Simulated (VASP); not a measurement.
```
Pd
1.0
   -1.55472     1.55472     1.55472
    1.55472    -1.55472     1.55472
    1.55472     1.55472    -1.55472
Pd
1
Direct
  0.00000   0.00000   0.00000
```

Computed with r2SCAN meta-GGA, VASP's PBE PAW potentials (set 64) (plane waves; VASP). Run with 400 eV cut-off, 15×15×15 Γ-centred mesh, first-order Methfessel-Paxton smearing of 0.10 eV, potentials Pd.

Problem. Predict the energy per atom (σ→0), band gap (on the k-mesh) with the smallest direct gap where there is one.

Solution. 
| Quantity | Result |
|---|---|
| band gap (on the k-mesh) | none (metal, semimetal or under 0.01 eV) |
| energy per atom (σ→0) | -22.909 eV/atom |

Total energies compare only between runs with the same potentials, cut-off and functional.

The structure was generated: Pd was put into the bcc type (Im-3m), which need not be its known phase. It was relaxed first. The start is the result of an earlier pass.
